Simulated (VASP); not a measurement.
Here is the system:

```xyz
2
Lattice="4.2410 -2.2890 0.0165 4.2410 2.2890 0.0165 2.9910 0.0000 3.7789" Properties=species:S:1:pos:R:3 pbc="T T T"
Bi     2.6786     0.0000     0.8899
Bi     8.7945     0.0000     2.9219
```

Computed with optB88-vdW, VASP's PBE PAW potentials (set 64) (plane waves; VASP). Numerical set-up: 520 eV cut-off, 11×11×11 Γ-centred mesh, tetrahedra with Blöchl corrections, potentials Bi_d.

For a metal the tetrahedron method with Blöchl corrections gives inexact stress and forces.

Task: Give the force on each atom (eV/Å).

Result: 
| atom | Fx | Fy | Fz |
|---|---|---|---|
| Bi1 | 0.073 | 0.000 | 0.024 |
| Bi2 | -0.073 | 0.000 | -0.024 |

Task: Give the stress tensor in GPa (positive for a compressed cell).

Result: 
```
0.09  0.00  0.01
0.00  0.04  0.00
0.01  0.00  0.05
```
The pressure is its mean diagonal, 0.06 GPa.

The compound is Bi in the a7 structure. It was relaxed first.
